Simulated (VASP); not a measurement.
Given:

```yaml
crystal:
  lattice:
    - [0.00000, 3.04561, 3.04561]
    - [3.04561, 0.00000, 3.04561]
    - [3.04561, 3.04561, 0.00000]
  atoms:
    - { symbol: In, position: [0.00000, 0.00000, 0.00000] }
    - { symbol: As, position: [0.25000, 0.25000, 0.25000] }
```

Level of theory: SCAN meta-GGA, VASP's PBE PAW potentials (set 64) (plane waves; VASP). Numerical set-up: 520 eV cut-off, 12×12×12 Γ-centred mesh, tetrahedra with Blöchl corrections, potentials In_d As.

Unless said otherwise, spin-orbit coupling is left out, though it shifts the bands of the heavy elements here.

Question: Tabulate the total density of states (states/eV per cell) against energy (eV; zero at the valence-band maximum or, without a gap, the Fermi level).

Answer: 
(E (eV), DOS (states/eV)): (-9.98, 0.00); (-9.86, 0.00); (-9.62, 0.00); (-9.50, 0.00); (-9.26, 0.00); (-9.14, 0.00); (-8.90, 0.00); (-8.78, 0.00); (-8.66, 0.00); (-8.42, 0.00); (-8.30, 0.00); (-8.06, 0.00); (-7.94, 0.00); (-7.82, 0.00); (-7.58, 0.00); (-7.46, 0.00); (-7.22, 0.00); (-7.10, 0.00); (-6.86, 0.00); (-6.74, 0.00); (-6.62, 0.00); (-6.38, 0.00); (-6.26, 0.00); (-6.02, 0.00); (-5.90, 0.29); (-5.78, 2.30); (-5.54, 1.75); (-5.42, 1.17); (-5.18, 0.76); (-5.06, 0.63); (-4.82, 0.50); (-4.70, 0.44); (-4.58, 0.38); (-4.34, 0.31); (-4.22, 0.29); (-3.98, 0.24); (-3.86, 0.21); (-3.74, 0.19); (-3.50, 0.16); (-3.38, 0.16); (-3.14, 1.48); (-3.02, 1.54); (-2.78, 1.29); (-2.66, 1.27); (-2.54, 1.38); (-2.30, 1.92); (-2.18, 1.83); (-1.94, 1.78); (-1.82, 1.73); (-1.70, 1.69); (-1.46, 1.66); (-1.34, 1.63); (-1.10, 1.57); (-0.98, 1.30); (-0.74, 0.77); (-0.62, 0.62); (-0.50, 0.52); (-0.26, 0.27); (-0.14, 0.17); (0.10, 0.00); (0.22, 0.00); (0.34, 0.00); (0.58, 0.00); (0.70, 0.01); (0.94, 0.01); (1.06, 0.02); (1.30, 0.10); (1.42, 0.19); (1.54, 0.30); (1.78, 0.47); (1.90, 0.59); (2.14, 0.88); (2.26, 1.01); (2.38, 1.28); (2.62, 2.19); (2.74, 1.95); (2.98, 1.22); (3.10, 1.15); (3.34, 0.90); (3.46, 0.90)
Within 2 eV below the Fermi level the largest weight inside VASP's projection spheres is As p, then In p.

The compound is InAs in the zinc blende structure. It was relaxed first.
